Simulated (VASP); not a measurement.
OSZICAR of a VASP run on CoSi (relaxed from the NbAs structure, space group Cm):

### OSZICAR
```
       N       E                     dE             d eps       ncg     rms          rms(c)
DAV:   1     0.129264552600E+03    0.12926E+03   -0.11294E+04 16184   0.166E+03
DAV:   2    -0.249053338689E+02   -0.15417E+03   -0.15076E+03 16184   0.318E+02
DAV:   3    -0.319079122826E+02   -0.70026E+01   -0.68685E+01 19942   0.811E+01
DAV:   4    -0.321464440542E+02   -0.23853E+00   -0.23751E+00 21824   0.133E+01
DAV:   5    -0.321518914736E+02   -0.54474E-02   -0.54447E-02 20998   0.184E+00    0.210E+01
DAV:   6    -0.358533792569E+02   -0.37015E+01   -0.86489E+01 21059   0.148E+02    0.207E+01
DAV:   7    -0.289041579841E+02    0.69492E+01   -0.37977E+01 19003   0.104E+02    0.548E+00
DAV:   8    -0.292703079223E+02   -0.36615E+00   -0.45805E+00 25170   0.336E+01    0.668E+00
DAV:   9    -0.289734613299E+02    0.29685E+00   -0.35377E+00 24940   0.339E+01    0.256E+00
DAV:  10    -0.289180094917E+02    0.55452E-01   -0.30339E-01 24960   0.979E+00    0.602E-01
DAV:  11    -0.289162651049E+02    0.17444E-02   -0.13825E-02 24342   0.133E+00    0.131E-01
DAV:  12    -0.289161642608E+02    0.10084E-03   -0.85465E-04 24411   0.521E-01    0.560E-02
DAV:  13    -0.289161541519E+02    0.10109E-04   -0.56386E-05 24069   0.949E-02    0.235E-02
DAV:  14    -0.289161522791E+02    0.18728E-05   -0.21089E-05 25327   0.802E-02    0.663E-03
DAV:  15    -0.289161520467E+02    0.23243E-06   -0.22838E-06 24828   0.254E-02    0.976E-04
DAV:  16    -0.289161520560E+02   -0.93273E-08   -0.99523E-08  9093   0.409E-03
   1 F= -.28916152E+02 E0= -.28916461E+02  d E =0.925574E-03
```

Question: Which electronic solver shows in the log?

Answer: It is blocked Davidson (ALGO = Normal, or the opening steps of other solvers). The INCAR had ALGO = Normal.

Question: How was spin treated?

Answer: Without spin polarisation: there is no mag entry.

Question: Can the final energy be trusted as converged?

Answer: The run converged. It stopped with EDIFF = 1E-7, NELM = 100 (PBEsol GGA, plane waves, VASP's PBE PAW potentials (set 64)).

The structure was generated: CoSi was put into the NbAs type (I4_1md), which need not be its known phase. This cell was strained or had an atom moved on purpose. The run is not spin-polarised, so no magnetic state was tried.
